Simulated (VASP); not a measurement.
Given:

```xyz
3
Lattice="1.9263 -3.3174 0.0000 1.8932 3.2983 0.0000 0.0000 0.0000 6.2566" Properties=species:S:1:pos:R:3 pbc="T T T"
Sn     0.0000     0.0000     0.0000
Se     1.9043     1.0931     1.5846
Se     1.9153    -1.1122     4.6720
```

Calculation: PBEsol GGA, VASP's PBE PAW potentials (set 64) (plane waves; VASP). Run with 480 eV cut-off, 6×6×4 Γ-centred mesh, Gaussian smearing of 0.050 eV, potentials Sn_d Se.

Without a dispersion term in the relaxation, distances and binding between the weakly bound layers, chains or molecules are unreliable, and so is what depends on them.

**Question.** What does the run give for the energy per atom (σ→0)?

**Answer.** 
```yaml
energy per atom (σ→0): -4.323 eV/atom
```

The absolute energy has meaning only against runs of the same code, potentials and settings.

The compound is SnSe2 in the 1T layered structure. This cell was strained or had an atom moved on purpose.
